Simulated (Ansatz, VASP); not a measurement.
Two plane-wave programs on Y2Os

Contents of INCAR:

```
SYSTEM = Y2Os
PREC = Accurate
ENCUT = 600
EDIFF = 1E-6
ISMEAR = 0
SIGMA = 0.1
LREAL = .FALSE.
LASPH = .TRUE.
NELM = 100
ALGO = Normal
ISIF = 3
LWAVE = .FALSE.
LCHARG = .FALSE.
GGA = PE
IBRION = 2
NSW = 90
EDIFFG = -0.04
```

The input KPOINTS:

```
Automatic mesh
0
G
  6 6 6
  0 0 0
```

Contents of POSCAR:

```
Y2Os
1.0
    0.0000000000      2.9364682300      2.9364682300
    2.9364682300      0.0000000000      2.9364682300
    2.9364682300      2.9364682300      0.0000000000
Y Os
2 1
Direct
    0.2500000000      0.2500000000      0.2500000000
    0.7500000000      0.7500000000      0.7500000000
    0.0000000000      0.0000000000      0.0000000000
```

Input for Ansatz:

```yaml
crystal:
  lattice:
    - [0.0, 2.93646823, 2.93646823]
    - [2.93646823, 0.0, 2.93646823]
    - [2.93646823, 2.93646823, 0.0]
  atoms:
    - { symbol: "Y", position: [0.25, 0.25, 0.25] }
    - { symbol: "Y", position: [0.75, 0.75, 0.75] }
    - { symbol: Os, position: [0.0, 0.0, 0.0] }
basis:
  ecutwfc: 420
kpoints:
  mp_grid: { grid: [6, 6, 6] }
hamiltonian:
  xc: pbe
scf:
  occupations: { method: gaussian, width: 0.1 }
  lower_state_search: "off"
output:
  forces: true
  stress: true
  eigenvalues: true
relax:
  adjacent_minimum: "off"
  f_tol: 0.04
  max_steps: 70
  cell: { stress_tol: 0.4 }
```

Change from the starting cell: species swapped into the CeO2 type (Fm-3m, No. 225).

Alike in both runs: task relaxation of cell and atoms; functional PBE; k mesh 6 × 6 × 6; occupations gaussian, width 0.1 eV; no spin polarisation.

|  | VASP | Ansatz |
| --- | --- | --- |
| version | VASP 6.6.1 | Ansatz 0.2.0 |
| potentials or method | VASP PAW PBE potentials, release 64 (Y_sv, Os) | scalar-relativistic, plane waves, PAW |
| plane-wave cutoff (eV) | 600 | 420 |
| valence electrons in the cell | 30 | 38 |

|  | VASP | Ansatz | Ansatz less VASP |
| --- | --- | --- | --- |
| gap on the k mesh at the Fermi level, each at its own relaxed structure (eV) | none | none | - |
| relaxed volume (Å³/atom) | 25.90 | 25.90 | +0.002 |
| relaxed cell length with the largest relative difference (Å) | 4.790 | 4.790 | +0.0001 |
| energy change over the relaxation (meV/atom) | -1598 | -1585 | +12.6 |

A gap of «none» marks a metal or a gap that the smearing closes. The two sets of potentials don't hold the same shells in valence.

Caveats: the volume moved by over 15 % at a fixed basis, so the end points are rough (VASP). The runs have no spin-orbit coupling, so splittings on Os are missing.
